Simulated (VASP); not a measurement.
Consider the following.

```yaml
crystal:
  lattice:
    - [2.90433, 0.00000, 0.00000]
    - [0.00000, 2.90433, 0.00000]
    - [0.00000, 0.00000, 2.90433]
  atoms:
    - { symbol: Cr, position: [0.00000, 0.00000, 0.00000], spin: 1.5 }
    - { symbol: Cr, position: [0.50000, 0.50000, 0.50000], spin: -1.5 }
```

Calculation: RPBE GGA, VASP's PBE PAW potentials (set 64) (plane waves; VASP). Settings: 520 eV cut-off, 13×13×13 Γ-centred mesh, first-order Methfessel-Paxton smearing of 0.10 eV, potentials Cr_pv.

### Question
Predict the cell moment, energy per atom (σ→0), band gap (on the k-mesh) with the smallest direct gap where there is one.

### Answer

| Property | Value |
|---|---|
| band gap (on the k-mesh) | none (metal, semimetal or under 0.01 eV) |
| cell moment | 0.00 μB |
| energy per atom (σ→0) | -9.027 eV/atom |

### Question
Give the moment on each site (PAW-sphere projection).

### Answer

```
site  moment (μB)
----  -----------
Cr1          1.53
Cr2         -1.53
```

The compound is Cr in the bcc, AFM order structure. It was relaxed first.
